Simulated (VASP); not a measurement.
# TiSi2: Si into a neighbouring Si vacancy, part 4 of 4

How hard is this move in TiSi2: Si into a neighbouring Si vacancy? Both ends are relaxed first, then a band of images between them. The start is a computed cell from the Materials Project.

VASP 6.6.1; PBEsol; plane waves and PAW (Ti, Si).

So far. Step 3 (Relax the start): The run ended after 8 ionic steps, 0.136 eV below its first step, once the forces on the free atoms met EDIFFG = -0.05. Step 4 (Relax the end): The run ended after 8 ionic steps, 0.158 eV below its first step, once the forces on the free atoms met EDIFFG = -0.05.

## (5) Nudged elastic band

Images on a straight line between the ends relax across the path, while springs keep them spaced along it.

Input file INCAR:

```
SYSTEM = Ti8Si15
PREC = Normal
ENCUT = 280
EDIFF = 1E-05
NELM = 120
ISMEAR = 1
SIGMA = 0.15
LREAL = Auto
ALGO = Fast
GGA = PS
NBANDS = 69
LASPH = .TRUE.
LWAVE = .FALSE.
LCHARG = .FALSE.
IMAGES = 3
SPRING = -5
IBRION = 3
POTIM = 0.15
NSW = 60
EDIFFG = -0.05
ISYM = 0
ISIF = 0
SMASS = 1
```

Input file POSCAR:

```
Ti8Si15
1.0
    0.0000000000      4.0793105286      4.2750034152
    4.7476752702      0.0000000000      8.5500068304
    4.7476752702      8.1586210572      0.0000000000
Ti Si
8 15
Direct
    0.7516409260      0.3732677383      0.3757601737
    0.7484194737      0.3769269719      0.8742384108
    0.7471314142      0.8749300316      0.3741193046
    0.7512577182      0.8747066478      0.8747488257
    0.5014368682      0.2482517641      0.2471219898
    0.4990228559      0.2496372787      0.7515701351
    0.4944198398      0.7538255482      0.2507954519
    0.5036043444      0.7480643115      0.7496521147
    0.4104310551      0.0445487220      0.7053824487
    0.4138478970      0.5434522304      0.2061614137
    0.4139206787      0.5425653275      0.7067805764
    0.0937035905      0.2033214567      0.0463765699
    0.0894923138      0.2033417411      0.5369974939
    0.0752084473      0.7141126499      0.0450909605
    0.0853923159      0.7068090833      0.5430683569
    0.1665350595      0.4157647565      0.0828715273
    0.1692047870      0.4147097744      0.5804596529
    0.1586593663      0.9208886277      0.0826099636
    0.1615297065      0.9201063336      0.5799331393
    0.8370829629      0.0787459600      0.4195514186
    0.8422193252      0.0819200755      0.9182550191
    0.8351872463      0.5819823290      0.4186729385
    0.8374308287      0.5811248702      0.9186351253
```

Input file KPOINTS:

```
Automatic mesh
0
Gamma
5 5 5
0 0 0
```

Input file 00/POSCAR:

```
Ti8Si15
1.0
    0.0000000000      4.0793105286      4.2750034152
    4.7476752702      0.0000000000      8.5500068304
    4.7476752702      8.1586210572      0.0000000000
Ti Si
8 15
Direct
    0.7516409260      0.3732677383      0.3757601737
    0.7484194737      0.3769269719      0.8742384108
    0.7471314142      0.8749300316      0.3741193046
    0.7512577182      0.8747066478      0.8747488257
    0.5014368682      0.2482517641      0.2471219898
    0.4990228559      0.2496372787      0.7515701351
    0.4944198398      0.7538255482      0.2507954519
    0.5036043444      0.7480643115      0.7496521147
    0.4104310551      0.0445487220      0.7053824487
    0.4138478970      0.5434522304      0.2061614137
    0.4139206787      0.5425653275      0.7067805764
    0.0937035905      0.2033214567      0.0463765699
    0.0894923138      0.2033417411      0.5369974939
    0.0752084473      0.7141126499      0.0450909605
    0.0853923159      0.7068090833      0.5430683569
    0.1665350595      0.4157647565      0.0828715273
    0.1692047870      0.4147097744      0.5804596529
    0.1586593663      0.9208886277      0.0826099636
    0.1615297065      0.9201063336      0.5799331393
    0.8370829629      0.0787459600      0.4195514186
    0.8422193252      0.0819200755      0.9182550191
    0.8351872463      0.5819823290      0.4186729385
    0.8374308287      0.5811248702      0.9186351253
```

Input file 01/POSCAR:

```
Ti8Si15
1.0
    0.0000000000      4.0793105286      4.2750034152
    4.7476752702      0.0000000000      8.5500068304
    4.7476752702      8.1586210572      0.0000000000
Ti Si
8 15
Direct
    0.7499644962      0.3740799195      0.3758367908
    0.7499340002      0.3753209170      0.8743328231
    0.7476629381      0.8749013818      0.3741833156
    0.7501500349      0.8751175908      0.8756895592
    0.5004556846      0.2486426986      0.2479943950
    0.4994320292      0.2497167917      0.7516162112
    0.4958317797      0.7522720140      0.2510172387
    0.5019225480      0.7488173815      0.7497237727
    0.4106033931      0.0448945149      0.7054697951
    0.4130706500      0.5434478650      0.2064788389
    0.4136177658      0.5426020674      0.7069211803
    0.0928099218      0.2034222772      0.0454789753
    0.0887602855      0.2036393155      0.5391644522
    0.0768106889      0.7128531624      0.0445250013
    0.0839083601      0.7075822423      0.5436428847
    0.1681074362      0.4145833947      0.0822543598
    0.1677134192      0.4154757448      0.5809525375
    0.1576244931      0.9210003109      0.0817850999
    0.1606341053      0.9205741264      0.5823266867
    0.8373264190      0.0790997674      0.4197443731
    0.7334970990      0.0720283716      0.9904603546
    0.8349182953      0.5819952934      0.4187522233
    0.8365798722      0.5811482812      0.9189444025
```

Input file 02/POSCAR:

```
Ti8Si15
1.0
    0.0000000000      4.0793105286      4.2750034152
    4.7476752702      0.0000000000      8.5500068304
    4.7476752702      8.1586210572      0.0000000000
Ti Si
8 15
Direct
    0.7482880664      0.3748921006      0.3759134078
    0.7514485268      0.3737148621      0.8744272354
    0.7481944620      0.8748727319      0.3742473266
    0.7490423516      0.8755285338      0.8766302926
    0.4994745010      0.2490336332      0.2488668002
    0.4998412024      0.2497963047      0.7516622872
    0.4972437196      0.7507184797      0.2512390254
    0.5002407516      0.7495704515      0.7497954307
    0.4107757310      0.0452403078      0.7055571415
    0.4122934030      0.5434434996      0.2067962642
    0.4133148529      0.5426388073      0.7070617842
    0.0919162531      0.2035230976      0.0445813806
    0.0880282572      0.2039368898      0.5413314106
    0.0784129305      0.7115936749      0.0439590422
    0.0824244043      0.7083554014      0.5442174126
    0.1696798128      0.4134020328      0.0816371922
    0.1662220515      0.4162417152      0.5814454221
    0.1565896198      0.9211119940      0.0809602363
    0.1597385042      0.9210419192      0.5847202341
    0.8375698751      0.0794535748      0.4199373276
    0.6247748729      0.0621366678      1.0626656902
    0.8346493442      0.5820082579      0.4188315082
    0.8357289156      0.5811716923      0.9192536796
```

Input file 03/POSCAR:

```
Ti8Si15
1.0
    0.0000000000      4.0793105286      4.2750034152
    4.7476752702      0.0000000000      8.5500068304
    4.7476752702      8.1586210572      0.0000000000
Ti Si
8 15
Direct
    0.7466116367      0.3757042818      0.3759900248
    0.7529630533      0.3721088071      0.8745216477
    0.7487259860      0.8748440820      0.3743113376
    0.7479346682      0.8759394768      0.8775710260
    0.4984933175      0.2494245677      0.2497392053
    0.5002503756      0.2498758178      0.7517083632
    0.4986556594      0.7491649455      0.2514608122
    0.4985589552      0.7503235215      0.7498670886
    0.4109480690      0.0455861008      0.7056444880
    0.4115161561      0.5434391342      0.2071136894
    0.4130119399      0.5426755472      0.7072023880
    0.0910225843      0.2036239180      0.0436837860
    0.0872962288      0.2042344642      0.5434983689
    0.0800151721      0.7103341874      0.0433930831
    0.0809404485      0.7091285604      0.5447919404
    0.1712521894      0.4122206710      0.0810200247
    0.1647306838      0.4170076856      0.5819383066
    0.1555547466      0.9212236772      0.0801353726
    0.1588429030      0.9215097119      0.5871137815
    0.8378133312      0.0798073821      0.4201302821
    0.5160526468      0.0522449639      1.1348710258
    0.8343803932      0.5820212224      0.4189107930
    0.8348779591      0.5811951033      0.9195629568
```

Input file 04/POSCAR:

```
Ti8Si15
1.0
    0.0000000000      4.0793105286      4.2750034152
    4.7476752702      0.0000000000      8.5500068304
    4.7476752702      8.1586210572      0.0000000000
Ti Si
8 15
Direct
    0.7449352069      0.3765164630      0.3760666419
    0.7544775798      0.3705027522      0.8746160600
    0.7492575099      0.8748154322      0.3743753486
    0.7468269849      0.8763504198      0.8785117595
    0.4975121339      0.2498155022      0.2506116105
    0.5006595489      0.2499553308      0.7517544393
    0.5000675993      0.7476114113      0.2516825989
    0.4968771588      0.7510765915      0.7499387466
    0.4111204070      0.0459318937      0.7057318344
    0.4107389091      0.5434347688      0.2074311146
    0.4127090270      0.5427122871      0.7073429919
    0.0901289156      0.2037247385      0.0427861914
    0.0865642005      0.2045320386      0.5456653272
    0.0816174137      0.7090746999      0.0428271239
    0.0794564927      0.7099017194      0.5453664682
    0.1728245661      0.4110393092      0.0804028572
    0.1632393160      0.4177736560      0.5824311912
    0.1545198734      0.9213353604      0.0793105089
    0.1579473018      0.9219775047      0.5895073289
    0.8380567873      0.0801611895      0.4203232366
    0.4073304206      0.0423532600      1.2070763613
    0.8341114422      0.5820341868      0.4189900778
    0.8340270026      0.5812185143      0.9198722340
```

Potentials, in the order of the species: Ti and Si (PBE family, release 64).

The run is started by

```sh
$ mpirun -np 3 vasp_std
```

Output:

```text
[banner, memory and clock lines left out]
running    3 mpi-ranks, on    1 nodes
 each image running on    1 cores
 distrk:  each k-point on    1 cores,    1 groups
 distr:  one band on    1 cores,    1 groups

 POSCAR found type information on POSCAR TiSi
 01/POSCAR found :  2 types and      23 ions
 [... a notice as in an earlier step ...]

 LDA part: xc-table for (Slater+PW92), standard interpolation
 POSCAR found type information on POSCAR TiSi
 00/POSCAR found :  2 types and      23 ions
 POSCAR found type information on POSCAR TiSi
 04/POSCAR found :  2 types and      23 ions
 POSCAR, INCAR and KPOINTS ok, starting setup
 FFT: planning ... GRIDC
 FFT: planning ... GRID_SOFT
 FFT: planning ... GRID
 WAVECAR not read
 entering main loop
       N       E                     dE             d eps       ncg     rms          rms(c)
DAV:   1     0.346580630296E+03    0.34658E+03   -0.20754E+04  8694   0.707E+02
DAV:   2    -0.119750706935E+03   -0.46633E+03   -0.44196E+03  8694   0.213E+02
DAV:   3    -0.177796907328E+03   -0.58046E+02   -0.54934E+02 11916   0.705E+01
DAV:   4    -0.179939205881E+03   -0.21423E+01   -0.21186E+01 11292   0.144E+01
DAV:   5    -0.179983698029E+03   -0.44492E-01   -0.44404E-01 11260   0.213E+00    0.489E+01
RMM:   6    -0.164666029709E+03    0.15318E+02   -0.93660E+01  8694   0.348E+01    0.983E+00
RMM:   7    -0.164827619676E+03   -0.16159E+00   -0.14455E+01  8733   0.130E+01    0.117E+01
RMM:   8    -0.165020582402E+03   -0.19296E+00   -0.54327E+00  9243   0.554E+00    0.682E+00
RMM:   9    -0.164725422215E+03    0.29516E+00   -0.17980E+00  8694   0.508E+00    0.400E+00
RMM:  10    -0.164747376289E+03   -0.21954E-01   -0.47124E-01  8700   0.244E+00    0.266E+00
RMM:  11    -0.164678283760E+03    0.69093E-01   -0.13675E-01  8697   0.149E+00    0.166E+00
RMM:  12    -0.164682442347E+03   -0.41586E-02   -0.63695E-02  9047   0.661E-01    0.842E-01
RMM:  13    -0.164682453727E+03   -0.11380E-04   -0.16077E-02  8924   0.403E-01    0.619E-01
RMM:  14    -0.164681882473E+03    0.57125E-03   -0.15472E-02  8694   0.417E-01    0.479E-01
RMM:  15    -0.164681764088E+03    0.11838E-03   -0.43013E-03  8786   0.230E-01    0.184E-01
RMM:  16    -0.164681291928E+03    0.47216E-03   -0.13353E-03  8736   0.131E-01    0.718E-02
RMM:  17    -0.164681296515E+03   -0.45870E-05   -0.67647E-04  8994   0.591E-02    0.456E-02
RMM:  18    -0.164681297600E+03   -0.10857E-05   -0.15077E-04  8903   0.372E-02    0.169E-02
RMM:  19    -0.164681297777E+03   -0.17632E-06   -0.45460E-05  7266   0.224E-02
   1 F= -.16468130E+03 E0= -.16468090E+03  d E =-.164681E+03
damped:  g(F)=  0.391E+00 g(S)=  0.000E+00 dE (1.order)=-0.521E+00
 bond charge predicted
       N       E                     dE             d eps       ncg     rms          rms(c)
DAV:   1    -0.164781921432E+03   -0.10062E+00   -0.16969E+00 10250   0.337E+00    0.412E-01
RMM:   2    -0.164779568337E+03    0.23531E-02   -0.21034E-02  8698   0.538E-01    0.302E-01
RMM:   3    -0.164779199128E+03    0.36921E-03   -0.80567E-03  8744   0.322E-01    0.242E-01
RMM:   4    -0.164777798820E+03    0.14003E-02   -0.36516E-03  8814   0.201E-01    0.752E-02
RMM:   5    -0.164777869999E+03   -0.71179E-04   -0.15104E-03  9218   0.108E-01    0.800E-02
RMM:   6    -0.164777749169E+03    0.12083E-03   -0.37707E-04  8699   0.680E-02    0.250E-02
RMM:   7    -0.164777758381E+03   -0.92122E-05   -0.16019E-04  8804   0.307E-02    0.190E-02
RMM:   8    -0.164777755023E+03    0.33579E-05   -0.27692E-05  6823   0.178E-02
   2 F= -.16477776E+03 E0= -.16477735E+03  d E =-.964572E-01
[... from here on, the cycles between the ionic steps are left out ...]
   3 F= -.16484275E+03 E0= -.16484244E+03  d E =-.649940E-01
   4 F= -.16487450E+03 E0= -.16487434E+03  d E =-.317502E-01
   5 F= -.16489141E+03 E0= -.16489140E+03  d E =-.169098E-01
   6 F= -.16490225E+03 E0= -.16490239E+03  d E =-.108389E-01
   7 F= -.16490995E+03 E0= -.16491022E+03  d E =-.770151E-02
   8 F= -.16491565E+03 E0= -.16491603E+03  d E =-.569748E-02
   9 F= -.16492000E+03 E0= -.16492048E+03  d E =-.435665E-02
  10 F= -.16492343E+03 E0= -.16492399E+03  d E =-.342533E-02
  11 F= -.16492620E+03 E0= -.16492682E+03  d E =-.276838E-02
  12 F= -.16492850E+03 E0= -.16492918E+03  d E =-.229827E-02
  13 F= -.16493046E+03 E0= -.16493119E+03  d E =-.196347E-02
  14 F= -.16493217E+03 E0= -.16493294E+03  d E =-.171141E-02
  15 F= -.16493370E+03 E0= -.16493450E+03  d E =-.152519E-02
  16 F= -.16493508E+03 E0= -.16493592E+03  d E =-.138939E-02
  17 F= -.16493636E+03 E0= -.16493722E+03  d E =-.127872E-02
  18 F= -.16493756E+03 E0= -.16493845E+03  d E =-.120129E-02
  19 F= -.16493871E+03 E0= -.16493961E+03  d E =-.114104E-02
  20 F= -.16493980E+03 E0= -.16494072E+03  d E =-.109039E-02
  21 F= -.16494085E+03 E0= -.16494178E+03  d E =-.105433E-02
  22 F= -.16494186E+03 E0= -.16494280E+03  d E =-.100885E-02
  23 F= -.16494285E+03 E0= -.16494381E+03  d E =-.992472E-03
  24 F= -.16494383E+03 E0= -.16494480E+03  d E =-.978215E-03
  25 F= -.16494479E+03 E0= -.16494576E+03  d E =-.958486E-03
  26 F= -.16494574E+03 E0= -.16494673E+03  d E =-.955254E-03
  27 F= -.16494668E+03 E0= -.16494767E+03  d E =-.939050E-03
  28 F= -.16494762E+03 E0= -.16494861E+03  d E =-.934974E-03
  29 F= -.16494854E+03 E0= -.16494954E+03  d E =-.924392E-03
  30 F= -.16494947E+03 E0= -.16495047E+03  d E =-.925675E-03
  31 F= -.16495038E+03 E0= -.16495139E+03  d E =-.912194E-03
  32 F= -.16495129E+03 E0= -.16495230E+03  d E =-.909880E-03
  33 F= -.16495220E+03 E0= -.16495322E+03  d E =-.912216E-03
  34 F= -.16495311E+03 E0= -.16495413E+03  d E =-.911137E-03
  35 F= -.16495402E+03 E0= -.16495505E+03  d E =-.909061E-03
  36 F= -.16495492E+03 E0= -.16495595E+03  d E =-.899009E-03
  37 F= -.16495582E+03 E0= -.16495685E+03  d E =-.901237E-03
  38 F= -.16495672E+03 E0= -.16495775E+03  d E =-.895212E-03
damped:  g(F)=  0.899E-03 g(S)=  0.000E+00 dE (1.order)=-0.180E-02
 bond charge predicted
       N       E                     dE             d eps       ncg     rms          rms(c)
DAV:   1    -0.164957612800E+03   -0.89132E-03   -0.95534E-03  8694   0.268E-01    0.236E-02
RMM:   2    -0.164957617929E+03   -0.51287E-05   -0.17428E-04  8697   0.557E-02    0.234E-02
RMM:   3    -0.164957613160E+03    0.47689E-05   -0.50391E-05  7813   0.277E-02
  39 F= -.16495761E+03 E0= -.16495865E+03  d E =-.895109E-03
damped:  g(F)=  0.900E-03 g(S)=  0.000E+00 dE (1.order)=-0.180E-02
 reached required accuracy - stopping structural energy minimisation
```

The job ended after 61 min (3 MPI ranks of AMD EPYC 9R45, shared host; peak memory 1.3 GiB; 2.8 h of CPU time).

From OUTCAR (step 5):

```text
   NELECT =      92.0000    total number of electrons

  tangential force (eV/A)        -0.785432
  left and right image   0.699015  0.699047 A

  tangential force (eV/A)        -0.785928
  left and right image   0.700493  0.700517 A

 E-fermi :   7.4449

 k-point     1 :       0.0000    0.0000    0.0000
  band No.  band energies     occupation
    ...
     41       6.7327      2.00000
     42       6.8521      2.00000
     43       6.9315      2.00001
     44       7.3103      2.02197
     45       7.3691      1.74580
     46       7.5093      0.34282
     47       7.5924     -0.04660
     48       7.7791     -0.00715
     49       7.8454     -0.00105
     50       8.2857     -0.00000
    ...

 POSITION                                       TOTAL-FORCE (eV/Angst)
 -----------------------------------------------------------------------------------
      3.57065      6.14509      6.36699         0.014097      0.014327     -0.032112
      5.93622     10.22432      6.33231         0.036431     -0.022640      0.004142
      5.94223      6.07978     10.64685         0.017592      0.030141     -0.041791
      8.24680     10.15857     10.60281         0.072024      0.056665      0.017464
      2.44985      4.15807      4.29745        -0.056327     -0.044152     -0.074919
      4.76445      8.20149      4.22423         0.016566     -0.017642     -0.028545
      4.79202      4.06315      8.54354         0.018976      0.017463     -0.049152
      7.13159      8.17350      8.50959         0.007461      0.024821     -0.032920
      3.59758      7.41323      2.06199         0.039321      0.017420     -0.055113
      3.58699      3.37743      6.40676        -0.002391      0.010529     -0.045596
      5.93320      7.46938      6.36821         0.021898      0.008986     -0.022982
      1.17587      0.78400      2.10179         0.034501      0.029938     -0.008762
      3.55191      4.78825      2.09029        -0.002469     -0.016430     -0.028398
      3.60347      0.65139      6.39720         0.044632      0.020124     -0.023783
      5.93707      4.76420      6.37961         0.027079      0.028261     -0.031150
      2.40933      1.37618      4.23619         0.017678     -0.009707     -0.026436
      4.77496      5.45817      4.23470        -0.008796     -0.005472     -0.030257
      4.78615      1.33422      8.53602         0.007946      0.016487     -0.042782
      7.15362      5.42221      8.52610         0.005471     -0.001171     -0.030499
      2.42652      6.87951      4.17386         0.003698     -0.004065     -0.033919
      5.08872     11.01223      3.77961        -0.353487     -0.175116      0.660262
      4.76826      6.83952      8.52528         0.007225      0.010134     -0.036251
      7.10741     10.91054      8.48759         0.030873      0.011098     -0.006502
 -----------------------------------------------------------------------------------
    total drift:                               -0.014803     -0.013713      0.000465

  FREE ENERGIE OF THE ION-ELECTRON SYSTEM (eV)
  ---------------------------------------------------
  free  energy   TOTEN  =      -164.9576131599 eV

  energy  without entropy=     -164.9607251017  energy(sigma->0) =     -164.95865047

  tangential force (eV/A)        -0.786345
  left and right image   0.701998  0.702014 A

[... 6 parts as in an earlier step ...]

[... 8 further parts left out ...]
```

Images along the path:

```tsv
image	path (A)	energy (eV)	Si21: x, y, z (Å)
0	0.000	0.0000	4.749, 10.927, 4.301
1	0.702	0.3775	5.089, 11.012, 3.780
2	1.404	0.6946	5.342, 11.217, 3.202
3	2.106	0.3801	5.594, 11.423, 2.625
4	2.808	-0.0001	5.932, 11.510, 2.103
```

Numbers from this step:

- electronic cycles: 181
- path length: 2.808 Å
- barrier: 0.6946 eV
- barrier in the reverse direction: 0.6947 eV
- barrier from a spline through the images: 0.6946 eV
- reaction energy: -1.06e-4 eV

What the program prints for this run, and its count of cycles, belong to image 1; the force that counts for the threshold is the band's, across the path.

## (6) Outcome

```yaml
hop: Si into a neighbouring Si vacancy
barrier: 0.695 eV
barrier_in_the_reverse_direction: 0.695 eV
barrier_from_a_spline_through_the_images: 0.695 eV
reaction_energy: -1.1e-4 eV
path_length: 2.81 Å
```

What this shows: The barrier is 0.69 eV forwards and 0.69 eV backwards. With an attempt frequency of 10¹³ per second, taken as a typical value, this barrier gives about 10^1 hops a second at 300 K. Both ends are alike and an image sits at the midpoint, which is the saddle if the path is symmetric. The band met its force threshold after 39 steps. Cell and mesh are small and were not tested. The band started on a straight line, so other routes may lie lower.

[Lines on the potential files, build, host, timing and source positions are cut from VASP's logs without a mark.]

[Logs are printed without paths, hosts, clocks, repeated set-up lines and the standing remarks that a program may print on its own settings, such as how far it seeks lower states.]

[Hosts, paths, dates, database ids (printed as entryN), source tags and the programs' standing remarks are cut or masked in the printed files.]

[Runs that stopped without an error message from VASP are left out.]
